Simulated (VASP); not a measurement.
Shape and ions are relaxed at each volume.

Energy against volume of Ho (hcp). All values below come from r2SCAN meta-GGA, VASP's PBE PAW potentials (set 64) (plane waves; VASP 6.6.1).

The 4f electrons are frozen in the core of the lanthanide potential, so 4f levels, which can set the real gap, and their magnetism are missing.

| V (Å³/atom) | E (eV/atom) |
|---|---|
| 29.472 | -32.85013 |
| 30.413 | -32.86526 |
| 31.353 | -32.87147 |
| 32.294 | -32.86967 |
| 33.234 | -32.86076 |

Problem. Fit a third-order Birch-Murnaghan equation of state.

Solution. 
```json
{
  "volume_per_atom": "31.60 Å^3/atom",
  "bulk_modulus": "44.3 GPa",
  "pressure_derivative_of_the_bulk_modulus": "2.79"
}
```

Measured: bulk modulus 40.2 GPa (computed value off by +10.2 %), as given by Wikipedia, Holmium (infobox). The calculation is for a static lattice, while the measured bulk modulus holds thermal and zero-point effects, which are part of the difference.

The compound is Ho in the hcp structure. It was relaxed first.
